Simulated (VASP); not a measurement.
Input:

```
CELL_PARAMETERS angstrom
      0.00000     2.60165     2.60165
      2.60165     0.00000     2.60165
      2.60165     2.60165     0.00000
ATOMIC_POSITIONS crystal
  Mg 0.00000 0.00000 0.00000
  S  0.50000 0.50000 0.50000
```

Method: SCAN meta-GGA, VASP's PBE PAW potentials (set 64) (plane waves; VASP). Settings: 400 eV cut-off, 8×8×8 Γ-centred mesh, Gaussian smearing of 0.050 eV, potentials Mg S.

**Question.** The ions, cell shape and volume are relaxed. Predict the relaxed structure.

**Answer.** 
```
CELL_PARAMETERS angstrom
      0.00000     2.59213     2.59213
      2.59213     0.00000     2.59213
      2.59213     2.59213     0.00000
ATOMIC_POSITIONS crystal
  Mg 0.00000 0.00000 0.00000
  S  0.50000 0.50000 0.50000
```
Space group Fm-3m (225), at a tolerance of 0.03 Å.

**Question.** How do energy and volume change from the first to the last step?

**Answer.** The energy (σ→0) changes by -0.5 meV/atom and the volume by -1.1 %, in 3 ionic steps.

The structure comes from a measured MgS entry (Fm-3m) of the Crystallography Open Database, whose conditions weren't checked. This run relaxes it. Symmetry was kept, so distortions that lower it aren't found.
